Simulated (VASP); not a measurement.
Consider the following.

```
CELL_PARAMETERS angstrom
      1.56044    -2.70277     0.00000
      1.56044     2.70277     0.00000
      0.00000     0.00000     3.51138
ATOMIC_POSITIONS crystal
  Mg 0.00000 0.00000 0.00000
  B  0.33333 0.66667 0.50000
  B  0.66667 0.33333 0.50000
```

The numbers are results of PBE GGA with D4 dispersion, VASP's PBE PAW potentials (set 64) (plane waves; VASP 6.6.1), not measurements. Numerical set-up: 520 eV cut-off, 11×11×9 Γ-centred mesh, first-order Methfessel-Paxton smearing of 0.10 eV, potentials Mg B.

Problem. The ions and cell shape at fixed volume are relaxed. Give the cell that the relaxation ends in.

Solution. 
```
CELL_PARAMETERS angstrom
      1.54742    -2.68022     0.00000
      1.54742     2.68022     0.00000
      0.00000     0.00000     3.57071
ATOMIC_POSITIONS crystal
  Mg 0.00000 0.00000 0.00000
  B  0.33333 0.66667 0.50000
  B  0.66667 0.33333 0.50000
```
Space group P6/mmm (191), at a tolerance of 0.03 Å.

Problem. How much energy does the relaxation gain?

Solution. The energy (σ→0) changes by -3.7 meV/atom, in 3 ionic steps.

```tsv
step	E(σ→0) (eV)	max force (eV/Å)	pressure (GPa)	volume (Å³)
1	-15.9369	0.000	-8.57	29.62
2	-15.9471	0.000	-7.89	29.62
3	-15.9481	0.000	-7.61	29.62
```

The compound is MgB2 in the AlB2 type structure. This cell is one point of a volume scan, at 1.06 of the reference volume. Symmetry was kept, so distortions that lower it aren't found.
